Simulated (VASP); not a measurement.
Consider the following.

```yaml
crystal:
  lattice:
    - [4.39260, 0.00000, 0.00000]
    - [-2.19630, 3.80410, 0.00000]
    - [0.00000, 0.00000, 4.94275]
  atoms:
    - { symbol: W, position: [0.33333, 0.66667, 0.93747] }
    - { symbol: W, position: [0.66667, 0.33333, 0.43747] }
    - { symbol: Al, position: [0.33333, 0.66667, 0.43753] }
    - { symbol: Al, position: [0.66667, 0.33333, 0.93753] }
```

The numbers are results of PBEsol GGA, VASP's PBE PAW potentials (set 64) (plane waves; VASP), not measurements. Settings: 400 eV cut-off, 9×9×7 Γ-centred mesh, tetrahedra with Blöchl corrections, potentials W_sv Al.

Unless said otherwise, spin-orbit coupling is left out, though it shifts the bands of the heavy elements here.

Predict the energy per atom (σ→0), band gap (on the k-mesh) with the smallest direct gap where there is one.

```yaml
band gap (on the k-mesh): none (metal, semimetal or under 0.01 eV)
energy per atom (σ→0): -7.399 eV/atom
```

The structure was generated: WAl was put into the wurtzite type (P6_3mc), which need not be its known phase. It was relaxed first, which changed the volume by -41 %. The relaxed cell has space group P6_3/mmc.
